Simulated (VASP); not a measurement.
The input files of a VASP run:

### KPOINTS
```
kpoints
0
Gamma
  8 8 2
0 0 0
```

### POSCAR
```
Te2W
1.0
  3.4741783601   0.0000000000   0.0000000000
 -1.7370891801   3.0087266683   0.0000000000
  0.0000000000   0.0000000000  17.4540273103
Te W
2 1
Cartesian
 -0.0000017371   2.0058187818  15.6487866303
 -0.0000017371   2.0058187818   1.8052406800
  0.0000000000   0.0000000000   0.0000000000
```

INCAR:
```
! general
SYSTEM  = Te2W
PREC    = Accurate
ENCUT   = 400
LREAL   = .FALSE.
LASPH   = .TRUE.   ! aspherical one-centre terms

! electronic loop
EDIFF   = 1E-7
NELM    = 100
ALGO    = Normal   ! blocked Davidson
LMAXMIX = 6   ! l cut-off of mixed one-centre charges

! smearing
ISMEAR  = -5   ! tetrahedra, Bloechl

! ions
ISIF    = 2

! output
LWAVE   = .FALSE.
LCHARG  = .TRUE.
LORBIT  = 11
NEDOS   = 601

! other
LEFG    = .TRUE.
```

POTCAR, in this order: Te W_sv (LDA.64 set). Program: vasp_std.

### Question
Translate this LDA calculation to Ansatz.

### Answer
One equivalent input (not run):
Ansatz 0.2 input:
```yaml
crystal:
  lattice:
    - [3.4741784, 0.0000000, 0.0000000]
    - [-1.7370892, 3.0087267, 0.0000000]
    - [0.0000000, 0.0000000, 17.4540273]
  atoms:
    - { symbol: Te, position: [0.3333330, 0.6666670, 0.8965717] }
    - { symbol: Te, position: [0.3333330, 0.6666670, 0.1034283] }
    - { symbol: W, position: [0.0000000, 0.0000000, 0.0000000] }
kpoints:
  mp_grid: { grid: [8, 8, 2] }
hamiltonian:
  xc: lda
  pseudopotentials: { kind: paw }
scf:
  occupations: { method: tetrahedron }
  max_iter: 100
output: { forces: true, stress: true, eigenvalues: true }
```
The two are equivalent in intent, not identical: each code has its own PAW files, so the cut-off isn't converted (ENCUT is set for VASP's; basis.ecutwfc is left out, and Ansatz then takes the one that its files recommend); Ansatz stops its SCF on the density residual and VASP on the energy change (EDIFF); Ansatz's lda is the Perdew-Wang form, while the LDA potentials of VASP carry Perdew-Zunger's; the field gradients of LEFG aren't asked of the other code.

The cell is a sheet with vacuum, built from a database entry that may be metastable or hypothetical.
